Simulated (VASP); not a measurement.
A convergence study with VASP on Pt (fcc): one setting is varied, all else stays as given below, so the limit is that of these other settings. Each run relaxes cell and ions from the cell shown. The basis is that of the starting cell, so low cut-offs carry a Pulay error.

```
Pt
1.0
    0.00000     1.96000     1.96000
    1.96000     0.00000     1.96000
    1.96000     1.96000     0.00000
Pt
1
Direct
  0.00000   0.00000   0.00000
```

Method: LDA (Ceperley-Alder, Perdew-Zunger), VASP's LDA PAW potentials (set 64) (plane waves; VASP). The tightest run used: 700 eV cut-off, 14×14×14 Γ-centred mesh, first-order Methfessel-Paxton smearing of 0.10 eV, potentials Pt.

Question: The settings run are ENCUT = 200; ENCUT = 250; ENCUT = 300; ENCUT = 350; ENCUT = 400; ENCUT = 450; ENCUT = 500; ENCUT = 550; ENCUT = 600; ENCUT = 650; ENCUT = 700. From which on does the relaxed volume stay within 0.1 Å³/atom of the tightest run?

Answer: From ENCUT = 250 on: it is off by 0.022 there and by no more than 0.1 in any finer run, while ENCUT = 200 is off by 0.738.
| setting | relaxed volume (Å³/atom) | E (eV/atom) | plane waves | difference judged (Å³/atom) |
|---|---|---|---|---|
| ENCUT = 200 | 14.052 | -7.5582 | 113 | 0.738 |
| ENCUT = 250 | 14.768 | -7.5240 | 144 | 0.022 |
| ENCUT = 300 | 14.746 | -7.5212 | 190 | 0.044 |
| ENCUT = 350 | 14.756 | -7.5147 | 232 | 0.034 |
| ENCUT = 400 | 14.787 | -7.5134 | 290 | 0.003 |
| ENCUT = 450 | 14.790 | -7.5134 | 335 | 0.000 |
| ENCUT = 500 | 14.785 | -7.5136 | 392 | 0.005 |
| ENCUT = 550 | 14.786 | -7.5135 | 459 | 0.004 |
| ENCUT = 600 | 14.790 | -7.5135 | 531 | 0.000 |
| ENCUT = 650 | 14.791 | -7.5135 | 588 | 0.001 |
| ENCUT = 700 | 14.790 | -7.5135 | 646 | 0.000 |

Left out are rungs that failed or repeat a setting and relaxations that didn't move; long series are thinned to 24 rows.

The compound is Pt in the fcc structure.
